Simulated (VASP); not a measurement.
```xyz
2
Lattice="0.0000 1.9987 1.9987 1.9987 0.0000 1.9987 1.9987 1.9987 0.0000" Properties=species:S:1:pos:R:3 pbc="T T T"
Li     0.0000     0.0000     0.0000
F      1.9987     1.9987     1.9987
```

The numbers are results of TPSS meta-GGA, VASP's PBE PAW potentials (set 64) (plane waves; VASP 6.6.1), not measurements. Settings: 520 eV cut-off, 13×13×13 Γ-centred mesh, tetrahedra with Blöchl corrections, potentials Li_sv F.

Question: What does the run give for the energy per atom (σ→0), band gap (over mesh and band path) with the smallest direct gap where there is one?

Answer: 
```json
{
  "band gap (over mesh and band path)": "9.46 eV",
  "smallest direct gap (over mesh and band path)": "9.46 eV",
  "energy per atom (σ→0)": "-6.533 eV/atom"
}
```

The absolute energy has meaning only against runs of the same code, potentials and settings.

The compound is LiF in the rock salt structure. It was relaxed first.
